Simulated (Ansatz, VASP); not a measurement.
**Two plane-wave programs on SiAgBr6**

```xyz
8
Lattice="0.0000 5.1000 5.1000 5.1000 0.0000 5.1000 5.1000 5.1000 0.0000" Properties=species:S:1:pos:R:3 pbc="T T T"
Si    5.1000    5.1000    5.1000
Ag    0.0000    0.0000    0.0000
Br    2.5797    5.1000    5.1000
Br    5.1000    2.5797    5.1000
Br    5.1000    5.1000    2.5797
Br    7.6203    5.1000    5.1000
Br    5.1000    7.6203    5.1000
Br    5.1000    5.1000    7.6203
```

Alike in both runs: task relaxation of cell and atoms; functional PBE; k mesh 4 × 4 × 4; occupations gaussian, width 0.1 eV; no spin polarisation.

|  | VASP | Ansatz |
| --- | --- | --- |
| version | VASP 6.6.1 | Ansatz 0.2.0 |
| potentials or method | VASP PAW PBE potentials, release 64 (Si, Ag, Br) | scalar-relativistic, plane waves, PAW |
| plane-wave cutoff (eV) | 600 | 420 |
| valence electrons in the cell | 57 | 65 |

```tsv
	VASP	Ansatz	Ansatz less VASP
gap on the k mesh at the Fermi level, each at its own relaxed structure (eV)	none	none	-
relaxed volume (Å³/atom)	36.49	35.87	-0.619
relaxed cell length with the largest relative difference (Å)	7.446	7.404	-0.0423
energy change over the relaxation (meV/atom)	-89	-89	-0.4
```

A gap of «none» marks a metal or a gap that the smearing closes. The two sets of potentials don't hold the same shells in valence.

Caveats: an odd number of electrons without spin polarisation forces a metal; a magnetic or distorted state may lie lower.
